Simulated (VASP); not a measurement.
# Cd on the Tm site in a supercell of TmSb, part 5 of 5

Aim: the formation energy and local structure of Cd on the Tm site in TmSb. The start is a cell from a database of measured crystal structures.

VASP 6.6.1, plane waves and PAW; the level of theory is named at each step.

Still holding for the runs below: The data set Tm_3 holds the 4f electrons frozen in the core, so no f bands or f moments appear.

So far. Step 6 (Reference Sb): The run ended after 7 ionic steps, 0.006 eV below its first step, once forces and stress met EDIFFG = -0.02. Step 6 (Reference Sb): Energy at zero smearing: -9.12024 eV.

The database entry behind the starting cell differs from later determinations by our own check (an axis about 0.4 % long against later determinations), so it need not match the best structure at ambient conditions.

### Step 7. Relaxing the defect

This step: PBEsol, 4f electrons in the core; plane waves and PAW (Cd, Tm_3, Sb) (VASP 6.6.1).

System of this step: Tm11CdSb12. The cell holds 24 atoms: 1 Cd, 11 Tm and 12 Sb. Cell: a = 8.543 Å, b = 8.543 Å, c = 12.814 Å, α = 60.0°, β = 60.0°, γ = 60.0°. It derives from TmSb. Nearest the centre at fractional (0.250, 0.250, 0.167): Cd1 at 0.00 Å, Sb20 at 3.02 Å, Sb17 at 3.02 Å, Sb22 at 3.02 Å, Sb14 at 3.02 Å, Sb19 at 3.02 Å, Sb16 at 3.02 Å, Tm4 at 4.27 Å.

The host is treated as a metal, since its gap is under 0.3 eV or closed. The run keeps 4 symmetry operations, which cuts the number of k-points but bars distortions that break them. The atoms relax at the host's fixed cell.

Contents of INCAR:

```
SYSTEM = Tm11CdSb12
PREC = Normal
ENCUT = 300
EDIFF = 1E-05
NELM = 120
ISMEAR = 1
SIGMA = 0.2
LREAL = Auto
ALGO = Fast
GGA = PS
NBANDS = 109
LORBIT = 11
LWAVE = .FALSE.
LCHARG = .TRUE.
KPAR = 4
IBRION = 2
NSW = 50
ISIF = 2
EDIFFG = -0.03
POTIM = 0.4
MAXMIX = 40
ISYM = 2
```

Contents of POSCAR:

```
Tm11CdSb12
1.0
    0.0000000000      6.0404782726      6.0404782726
    6.0404782726      0.0000000000      6.0404782726
    9.0607174089      9.0607174089      0.0000000000
Cd Tm Sb
1 11 12
Direct
    0.2500000000      0.2500000000      0.1666666700
    0.2500000000      0.2500000000      0.5000000000
    0.2500000000      0.2500000000      0.8333333300
    0.2500000000      0.7500000000      0.1666666700
    0.2500000000      0.7500000000      0.5000000000
    0.2500000000      0.7500000000      0.8333333300
    0.7500000000      0.2500000000      0.1666666700
    0.7500000000      0.2500000000      0.5000000000
    0.7500000000      0.2500000000      0.8333333300
    0.7500000000      0.7500000000      0.1666666700
    0.7500000000      0.7500000000      0.5000000000
    0.7500000000      0.7500000000      0.8333333300
    0.0000000000      0.0000000000      0.0000000000
    0.0000000000      0.0000000000      0.3333333300
    0.0000000000      0.0000000000      0.6666666700
    0.0000000000      0.5000000000      0.0000000000
    0.0000000000      0.5000000000      0.3333333300
    0.0000000000      0.5000000000      0.6666666700
    0.5000000000      0.0000000000      0.0000000000
    0.5000000000      0.0000000000      0.3333333300
    0.5000000000      0.0000000000      0.6666666700
    0.5000000000      0.5000000000      0.0000000000
    0.5000000000      0.5000000000      0.3333333300
    0.5000000000      0.5000000000      0.6666666700
```

Contents of KPOINTS:

```
Automatic mesh
0
Gamma
5 5 4
0 0 0
```

The projector-augmented-wave data sets are Cd, Tm_3 and Sb (PBE family, release 64).

Command:

```
$ mpirun -np 4 vasp_std
```

The program printed:

```text
[banner, memory and clock lines left out]
running    4 mpi-ranks, on    1 nodes
 distrk:  each k-point on    1 cores,    4 groups
 distr:  one band on    1 cores,    1 groups

 POSCAR found type information on POSCAR CdTmSb
 POSCAR found :  3 types and      24 ions
 [... a notice as in an earlier step ...]

 LDA part: xc-table for (Slater+PW92), standard interpolation
 [... a notice as in an earlier step ...]

 POSCAR, INCAR and KPOINTS ok, starting setup
 FFT: planning ... GRIDC
 FFT: planning ... GRID_SOFT
 FFT: planning ... GRID
 WAVECAR not read
 entering main loop
       N       E                     dE             d eps       ncg     rms          rms(c)
DAV:   1     0.111496355141E+04    0.11150E+04   -0.48237E+04  7218   0.946E+02
DAV:   2    -0.944479338854E+00   -0.11159E+04   -0.10710E+04  9202   0.451E+02
DAV:   3    -0.128388959941E+03   -0.12744E+03   -0.12192E+03 11172   0.120E+02
DAV:   4    -0.134646879999E+03   -0.62579E+01   -0.61606E+01 11124   0.257E+01
DAV:   5    -0.134756802290E+03   -0.10992E+00   -0.10954E+00 11284   0.347E+00    0.683E+01
RMM:   6    -0.132619372202E+03    0.21374E+01   -0.48538E+00  9139   0.517E+00    0.417E+01
RMM:   7    -0.132895809587E+03   -0.27644E+00   -0.79457E+00  9627   0.575E+00    0.286E+00
RMM:   8    -0.132661637010E+03    0.23417E+00   -0.80227E-01  8192   0.284E+00    0.108E+00
RMM:   9    -0.132644947607E+03    0.16689E-01   -0.19990E-01  9373   0.125E+00    0.703E-01
RMM:  10    -0.132646275740E+03   -0.13281E-02   -0.46019E-02 10395   0.672E-01    0.353E-01
RMM:  11    -0.132646446429E+03   -0.17069E-03   -0.84551E-03  9091   0.294E-01    0.124E-01
RMM:  12    -0.132646410062E+03    0.36367E-04   -0.18098E-03  8768   0.151E-01    0.329E-02
RMM:  13    -0.132646439168E+03   -0.29106E-04   -0.50271E-04  9602   0.631E-02    0.225E-02
RMM:  14    -0.132646447873E+03   -0.87046E-05   -0.13729E-04  7454   0.293E-02    0.240E-02
RMM:  15    -0.132646443685E+03    0.41880E-05   -0.34931E-05  4910   0.239E-02
   1 F= -.13264644E+03 E0= -.13264885E+03  d E =-.132646E+03
 curvature:   0.00 expect dE= 0.000E+00 dE for cont linesearch  0.000E+00
 trial: gam= 0.00000 g(F)=  0.303E-02 g(S)=  0.000E+00 ort = 0.000E+00 (trialstep = 0.100E+01)
 search vector abs. value=  0.303E-02
 bond charge predicted
       N       E                     dE             d eps       ncg     rms          rms(c)
DAV:   1    -0.132647121375E+03   -0.67350E-03   -0.16706E-01 11532   0.178E+00    0.153E-01
RMM:   2    -0.132648426345E+03   -0.13050E-02   -0.13694E-02 10265   0.367E-01    0.105E-01
RMM:   3    -0.132648808989E+03   -0.38264E-03   -0.36985E-03 10971   0.193E-01    0.326E-02
RMM:   4    -0.132648825852E+03   -0.16863E-04   -0.31223E-04  9668   0.797E-02    0.256E-02
RMM:   5    -0.132648827625E+03   -0.17727E-05   -0.12405E-04  7851   0.454E-02    0.185E-02
RMM:   6    -0.132648829200E+03   -0.15752E-05   -0.24986E-05  4702   0.206E-02
   2 F= -.13264883E+03 E0= -.13265118E+03  d E =-.238552E-02
 trial-energy change:   -0.002386  1 .order   -0.002396   -0.003034   -0.001757
 step:   2.3766(harm=  2.3766)  dis= 0.00615  next Energy=  -132.650049 (dE=-0.361E-02)
 bond charge predicted
       N       E                     dE             d eps       ncg     rms          rms(c)
DAV:   1    -0.132647405233E+03    0.14224E-02   -0.31581E-01 10876   0.246E+00    0.213E-01
RMM:   2    -0.132649562121E+03   -0.21569E-02   -0.22168E-02 10238   0.499E-01    0.701E-02
RMM:   3    -0.132650215962E+03   -0.65384E-03   -0.49127E-03 10193   0.212E-01    0.263E-02
RMM:   4    -0.132650418888E+03   -0.20293E-03   -0.17249E-03 10751   0.142E-01    0.795E-03
RMM:   5    -0.132650433159E+03   -0.14270E-04   -0.11054E-04  8258   0.385E-02    0.887E-03
RMM:   6    -0.132650434381E+03   -0.12225E-05   -0.14195E-05  4541   0.168E-02
   3 F= -.13265043E+03 E0= -.13265270E+03  d E =-.399070E-02
 curvature:  -1.19 expect dE=-0.173E-03 dE for cont linesearch -0.372E-04
 trial: gam=-0.05341 g(F)=  0.146E-03 g(S)=  0.000E+00 ort = 0.308E-03 (trialstep = 0.128E+01)
 search vector abs. value=  0.122E-03
 reached required accuracy - stopping structural energy minimisation
```

Elapsed: 8.4 min, on 4 MPI ranks of Intel Xeon Platinum 8259CL at 2.50GHz (Skylake/Cascade Lake), shared host; peak memory 2.9 GiB; 33 min of CPU time.

From OUTCAR (step 7):

```text
   k-points           NKPTS =     33   k-points in BZ     NKDIM =     33   number of bands    NBANDS=    109

   NELECT =     171.0000    total number of electrons

 E-fermi :   5.0243

 k-point     1 :       0.0000    0.0000    0.0000
  band No.  band energies     occupation
    ...
     80       4.3644      2.00003
     81       4.3713      2.00004
     82       4.5782      2.00707
     83       4.6400      2.02043
     84       4.7815      2.07088
     85       5.4843     -0.00540
     86       5.6952     -0.00002
     87       5.6952     -0.00002
     88       5.8524     -0.00000
     89       6.0629     -0.00000
    ...

  Total        1.5955550      1.5955550      1.6008647     -0.0223612      0.0057807      0.0057809
  in kB        3.8662250      3.8662250      3.8790910     -0.0541839      0.0140073      0.0140078
  external PRESSURE =       3.8705136 kB  Pullay stress =       0.0000000 kB

 POSITION                                       TOTAL-FORCE (eV/Angst)
 -----------------------------------------------------------------------------------
      3.02024      3.02024      3.02024         0.000000     -0.000000      0.000000
      6.03440      6.03440      3.02121        -0.007501     -0.007501      0.004338
      9.06679      9.06679      3.01927         0.007501      0.007501     -0.004338
      6.04048      3.02024      6.04048         0.000000     -0.000000      0.000000
      9.05949      6.03433      6.04663        -0.003029      0.000189      0.005967
     12.08218      9.06686      6.03433         0.003029     -0.000189     -0.005967
      3.02024      6.04048      6.04048         0.000000     -0.000000      0.000000
      6.03433      9.05949      6.04663         0.000189     -0.003029      0.005967
      9.06686     12.08218      6.03433        -0.000189      0.003029     -0.005967
      6.04048      6.04048      9.06072         0.000000     -0.000000      0.000000
      9.05789      9.05789      9.06361         0.002875      0.002875     -0.009335
     12.08379     12.08379      9.05783        -0.002875     -0.002875      0.009335
      9.06027      9.06027      0.00021         0.009941      0.009941     -0.010585
      3.02297      3.02297      0.00045         0.005785      0.005785      0.006249
      6.03744      6.03744      0.00411        -0.009151     -0.009151      0.024191
     12.07866      9.06172      3.02264        -0.001520      0.012805      0.002813
      6.03947      3.02253      3.01784        -0.012805      0.001520     -0.002813
      9.05964      6.04156      3.02024        -0.004974      0.004974      0.000000
      9.06172     12.07866      3.02264         0.012805     -0.001520      0.002813
      3.02253      6.03947      3.01784         0.001520     -0.012805     -0.002813
      6.04156      9.05964      3.02024         0.004974     -0.004974      0.000000
     12.07822     12.07822      6.04002        -0.005785     -0.005785     -0.006249
      6.04092      6.04092      6.04026        -0.009941     -0.009941      0.010585
      9.06376      9.06376      6.03637         0.009151      0.009151     -0.024191
 -----------------------------------------------------------------------------------
    total drift:                                0.000082      0.000082     -0.000000

  FREE ENERGIE OF THE ION-ELECTRON SYSTEM (eV)
  ---------------------------------------------------
  free  energy   TOTEN  =      -132.6504343810 eV

  energy  without entropy=     -132.6572303977  energy(sigma->0) =     -132.65269972

[... 6 parts as in an earlier step ...]

[... 11 further parts left out ...]
```

CONTCAR:

```
Tm11CdSb12
   1.00000000000000
     0.0000000000000000    6.0404782725999997    6.0404782725999997
     6.0404782725999997    0.0000000000000000    6.0404782725999997
     9.0607174089000004    9.0607174089000004    0.0000000000000000
  Cd              Tm              Sb
     1    11    12
Direct
     0.2500000000000000    0.2500000000000000    0.1666666699999979
     0.2500804495845126    0.2500804495845126    0.4992757445272252
     0.2499195504154874    0.2499195504154874    0.8340575854727769
     0.2500000000000000    0.7500000000000000    0.1666666699999979
     0.2501019484011251    0.7509161829570630    0.4992538946850037
     0.2498980515988750    0.7490838170429370    0.8340794353149984
     0.7500000000000000    0.2500000000000000    0.1666666699999979
     0.7509161829570630    0.2501019484011251    0.4992538946850037
     0.7490838170429370    0.2498980515988750    0.8340794353149984
     0.7500000000000000    0.7500000000000000    0.1666666699999979
     0.7502392373146629    0.7502392373146629    0.4995279637807879
     0.7497607626853371    0.7497607626853371    0.8338053662192142
     0.0000177712534516    0.0000177712534516    0.9999392357102014
     0.0000375805465621    0.0000375805465621    0.3336099658535941
     0.0003404407666008    0.0003404407666008    0.6661041117816101
     0.0004714120205059    0.4999257889507739    0.9997964543517235
     0.0000742110492260    0.4995285879794941    0.3335368756482786
     0.0001782603032219    0.4998217396967782    0.6666666699999979
     0.4999257889507739    0.0004714120205059    0.9997964543517235
     0.4995285879794941    0.0000742110492260    0.3335368756482786
     0.4998217396967782    0.0001782603032219    0.6666666699999979
     0.4999624194534379    0.4999624194534379    0.9997233641464081
     0.4999822287465484    0.4999822287465484    0.3333940942898007
     0.4996595592333992    0.4996595592333992    0.6672292282183857
```

This run has no spin polarisation. Its electron count is odd, so without a moment it is a metal by construction. The run keeps the 4 symmetry operations of its start, so it cannot find a distortion of lower symmetry.

Step by step:

| step | energy less that of the first step (eV) | largest force (eV/Å) |
| --- | --- | --- |
| 1 | 0.0000 | 0.0957 |
| 2 | -0.0024 | 0.0588 |
| 3 | -0.0040 | 0.0274 |

The relaxed structure:

```
Cd Tm Sb
1.0
     0.00000    6.04048    6.04048
     6.04048    0.00000    6.04048
     9.06072    9.06072    0.00000
Cd Tm Sb
1 11 12
Direct
  0.25000 0.25000 0.16667
  0.25008 0.25008 0.49928
  0.24992 0.24992 0.83406
  0.25000 0.75000 0.16667
  0.25010 0.75092 0.49925
  0.24990 0.74908 0.83408
  0.75000 0.25000 0.16667
  0.75092 0.25010 0.49925
  0.74908 0.24990 0.83408
  0.75000 0.75000 0.16667
  0.75024 0.75024 0.49953
  0.74976 0.74976 0.83381
  0.00002 0.00002 0.99994
  0.00004 0.00004 0.33361
  0.00034 0.00034 0.66610
  0.00047 0.49993 0.99980
  0.00007 0.49953 0.33354
  0.00018 0.49982 0.66667
  0.49993 0.00047 0.99980
  0.49953 0.00007 0.33354
  0.49982 0.00018 0.66667
  0.49996 0.49996 0.99972
  0.49998 0.49998 0.33339
  0.49966 0.49966 0.66723
```

This step gave:

* electronic cycles: 27
* electrons: 171
* free energy (TOTEN): -132.6504 eV
* energy at zero smearing: -132.6527 eV
* Fermi energy: 5.024 eV

Valence density in the ac plane at fractional y = 0.250, through the centre, with atoms of Cd and Tm within 0.45 Å of it. It is the smooth field of the valence electrons, not physical close to the nuclei.

Values in e/Å³, 13 rows by 16 columns, each cell a mean:
```
0.1 0.1 0.2 0.2 0.1 0.1 0.1 0.1 0.1 0.1 0.2 0.2 0.1 0.1 0.1 0.1
0.1 0.2 0.9 2.1 1.7 0.5 0.1 0.1 0.1 0.2 1.0 2.1 1.7 0.5 0.1 0.1
0.1 0.1 0.3 1.5 2.5 1.6 0.3 0.1 0.1 0.1 0.3 1.5 2.5 1.5 0.3 0.1
0.1 0.1 0.1 0.1 0.2 0.2 0.1 0.1 0.1 0.1 0.1 0.1 0.2 0.2 0.1 0.1
0.1 0.1 0.1 0.1 0.1 0.1 0.1 0.1 0.1 0.1 0.1 0.1 0.1 0.1 0.1 0.1
0.1 0.2 0.6 1.2 0.7 0.2 0.1 0.1 0.1 0.2 0.6 1.2 0.7 0.2 0.1 0.1
0.1 0.1 0.6 2.4 3.1 1.5 0.2 0.1 0.1 0.1 0.6 2.4 3.1 1.5 0.3 0.1
0.1 0.1 0.1 0.3 0.7 0.6 0.2 0.1 0.1 0.1 0.1 0.3 0.7 0.6 0.2 0.1
0.1 0.1 0.1 0.1 0.1 0.1 0.1 0.1 0.1 0.1 0.1 0.1 0.1 0.1 0.1 0.1
0.1 0.2 0.4 0.6 0.3 0.1 0.1 0.1 0.1 0.1 0.4 0.5 0.2 0.1 0.1 0.1
0.1 0.2 1.3 5.4 5.6 1.6 0.2 0.1 0.1 0.1 0.9 2.6 2.7 1.0 0.2 0.1
0.1 0.1 0.2 1.1 2.8 1.8 0.4 0.1 0.1 0.1 0.2 0.7 1.5 1.2 0.3 0.1
0.1 0.1 0.1 0.1 0.1 0.1 0.1 0.1 0.1 0.1 0.1 0.1 0.1 0.1 0.1 0.1
```
Columns run along a (8.5 Å), rows up along c (12.8 Å). Atoms in or near the plane, at fractional coordinates: Cd at (0.25, 0.17), Tm at (0.25, 0.50), Tm at (0.25, 0.83), Tm at (0.75, 0.17), Tm at (0.75, 0.50), Tm at (0.75, 0.83).

The run ended after 3 ionic steps, 0.004 eV below its first step, once the forces on the free atoms met EDIFFG = -0.03.

The 6 first neighbours (Sb) lie 3.02 Å from the site in the perfect crystal and 3.02 Å on average from the atom on it after the relaxation (-0.0 %).

### Step 8. Formation energies

This step: point defect, PBEsol; plane waves and PAW (VASP 6.6.1).

This step runs nothing: it gathers the runs above.

This step gave:

```
formation energy of the neutral defect : 3.447 eV
host formation enthalpy                : -1.096 eV/atom
```

Formation energy:

| formation energy (eV) | largest move (Å) |
| --- | --- |
| 3.447 | 0.00878 |

The formation energy is the energy of the relaxed defect cell less that of the perfect cell, with each removed atom booked to its reference and each added atom taken from it.

References, in eV an atom: Cd -1.211 (crystal P6_3/mmc), Tm -4.897 (crystal P6_3/mmc) and Sb -4.560 (crystal R-3m). They were run at the supercell's cutoff and functional, without U, and count both elements from their own phases.

### Step 9. Summary of results

* formation energy at charge 0: 3.447 eV
* host formation enthalpy: -1.10 eV/atom

What this shows: Cd on the Tm site costs 3.45 eV, with every exchanged atom at the energy of its element. The 6 first neighbours (Sb) lie 3.02 Å from the site in the perfect crystal and 3.02 Å on average from the atom on it after the relaxation (-0.0 %). With metallic smearing the value can move by tenths of an eV with the k mesh. The supercell of 24 atoms is small, so interactions between images remain.

[Lines on the potential files, build, host, timing and source positions are cut from VASP's logs without a mark.]

[Logs are printed without paths, hosts, clocks, repeated set-up lines and the standing remarks that a program may print on its own settings, such as how far it seeks lower states.]

[Hosts, paths, dates, database ids (printed as entryN), source tags and the programs' standing remarks are cut or masked in the printed files.]

[In band tables of VASP the shares of atoms and orbitals are scaled to a sum of 1 inside the atoms' spheres.]

[Runs that stopped without an error message from VASP are left out.]
